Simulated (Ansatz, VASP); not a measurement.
## TiPdSe4 in VASP and in Ansatz

```
Ti Pd Se
1.0
     0.00000    4.76688    4.76688
     4.76688    0.00000    4.76688
     4.76688    4.76688    0.00000
Ti Pd Se
1 1 4
Direct
  0.00000 0.00000 0.00000
  0.75000 0.75000 0.75000
  0.14143 0.14143 0.14143
  0.14143 0.14143 0.57572
  0.14143 0.57572 0.14143
  0.57572 0.14143 0.14143
```

Alike in both runs: functional PBE; k mesh 3 × 3 × 3; occupations gaussian, width 0.15 eV; collinear spin.

Ansatz relaxed the structure, and its values are those at the end. VASP's run is a single point on that final structure, the one shown.

```csv
,VASP,Ansatz
version,VASP 6.6.1,Ansatz 0.2.0
potentials or method,"VASP PAW PBE potentials, release 64 (Ti_sv, Pd, Se)","scalar-relativistic, plane waves, PAW"
plane-wave cutoff (eV),520,420
valence electrons in the cell,46,94
```

```csv
,VASP,Ansatz,Ansatz less VASP
gap on the k mesh at the Fermi level (eV),none,none,-
pressure (GPa),0.5,0.5,+0.01
rms of the force components (eV/Å),0.008,0.004,-0.0034
net moment per atom (μB),0.00,0.00,0.000
```

A gap of «none» marks a metal or a gap that the smearing closes. The two sets of potentials don't hold the same shells in valence. Ansatz warned: «seeded_moment_not_kept».

Caveats: the k mesh is coarse (spacing up to 0.38 Å⁻¹), so the values aren't converged.
